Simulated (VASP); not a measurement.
# Ca8H12Br5: single point with PBEsol

The system is Ca8H12Br5, a slab with vacuum.

```
Ca H Br
1.0
     7.80588    0.00000    0.00000
    -3.90294    6.76009    0.00000
     0.00000    0.00000   18.82877
Ca H Br
8 12 5
Direct
  0.33334 0.16667 0.12072
  0.18746 0.35353 0.35017
  0.33333 0.66666 0.12072
  0.14975 0.80955 0.36553
  0.83333 0.16667 0.12072
  0.67933 0.32920 0.35933
  0.83333 0.66666 0.12072
  0.61802 0.81990 0.32635
  0.33330 0.12223 0.40167
  0.16667 0.33334 0.10754
  0.00000 0.00000 0.05311
  0.31415 0.63881 0.34563
  0.16666 0.83333 0.10754
  0.99999 0.49999 0.05311
  0.81484 0.14146 0.39525
  0.66666 0.33334 0.10754
  0.49999 0.00000 0.05311
  0.77153 0.64925 0.35304
  0.66667 0.83333 0.10754
  0.50000 0.49999 0.05311
  0.99633 0.99497 0.25232
  0.01792 0.53234 0.25610
  0.47886 0.02012 0.25299
  0.49591 0.46735 0.25524
  0.99190 0.47655 0.44571
```

- Program: VASP 6.6.1
- Task: single point
- Functional: PBEsol
- Potentials or basis: VASP PAW PBE potentials, release 64 (Ca_sv, H, Br)
- Cutoff: 520 eV
- k mesh: 1 × 1 × 1
- Occupations: fermi-dirac, width 0.05 eV
- Spin: collinear spin, typed start
- Starting moments: [0.0, 0.0, 0.0, 0.0, 0.0, 0.0, 0.0, 0.0, 0.0, -0.06, -0.12, 0.0, -0.06, -0.13, 0.0, -0.06, -0.12, 0.0, 0.0, -0.12, 0.0, 0.0, 0.0, 0.0, 0.0] μB
- Dipole correction: no
- Further INCAR settings: LREAL = Auto; ALGO = Fast; EDIFF = 1e-06; NBANDS = 86

| Item | Value |
| --- | --- |
| Largest force | 1.983 eV/Å |
| Band gap on the k mesh | 0.37 eV, direct |
| Net moment | -0.95 μB per cell |
| Site moments | Ca -0.00, +0.00; H -0.00, -0.03, -0.05, -0.06, -0.02; Br -0.00 μB |
| Valence electrons inside the program's atomic spheres | Ca 8.09, 8.16, 8.14, 8.15, 8.18; H 0.50, 0.51, 0.45, 0.57, 0.49, 0.52; Br 4.90, 4.92, 4.93 |

Forces in eV/Å, atoms in the order of the input:
```
Ca  -0.085 -0.034 -1.173
Ca  -0.621 -1.884 -0.015
Ca  -0.161 -0.071 -1.239
Ca  -0.493  0.317 -0.504
Ca   0.058  0.069 -1.175
Ca  -0.382 -0.337 -0.380
Ca   0.123  0.017 -1.126
Ca   1.438  0.649  0.380
H   -0.097  0.485 -0.224
H   -0.025  0.026  0.292
H   -0.022 -0.009  0.912
H    0.091  1.157  0.455
H    0.013 -0.016  0.255
H    0.001  0.006  0.905
H   -0.108 -0.852 -0.953
H    0.026  0.009  0.301
H    0.011 -0.010  0.927
H    0.344  0.324  0.577
H   -0.035 -0.016  0.471
H   -0.005  0.007  0.920
Br  -0.057  0.243  0.179
Br  -0.145 -0.670 -0.589
Br  -0.201  0.054 -0.241
Br  -0.108 -0.282 -0.542
Br   0.440  0.816  1.589
```

Levels at points of the mesh, in eV from the valence-band top:
Spin up:
| k point | band 60 | band 61 | band 62 | band 63 | band 64 | band 65 | band 66 | band 67 |
| --- | --- | --- | --- | --- | --- | --- | --- | --- |
| (0.00, 0.00, 0.00) | -2.31 | -1.29 | -1.26 | -1.25 | 0.37 | 0.53 | 0.82 | 1.25 |
Spin down:
```tsv
k point	band 60	band 61	band 62	band 63	band 64	band 65	band 66	band 67	band 68	band 69
(0.00, 0.00, 0.00)	-2.42	-1.61	-1.59	-1.56	0.00	0.52	0.82	1.24	1.37	1.67
```

Run time: 9.1 min on 1 thread of Intel(R) Xeon(R) Platinum 8488C (Sapphire Rapids), on a shared host, peak memory 1.4 GiB.

Caveat: the PAW data sets were made with another functional, which shifts forces and pressure a little. Expect the measured gap to be larger: semilocal functionals such as PBEsol lack the derivative discontinuity.
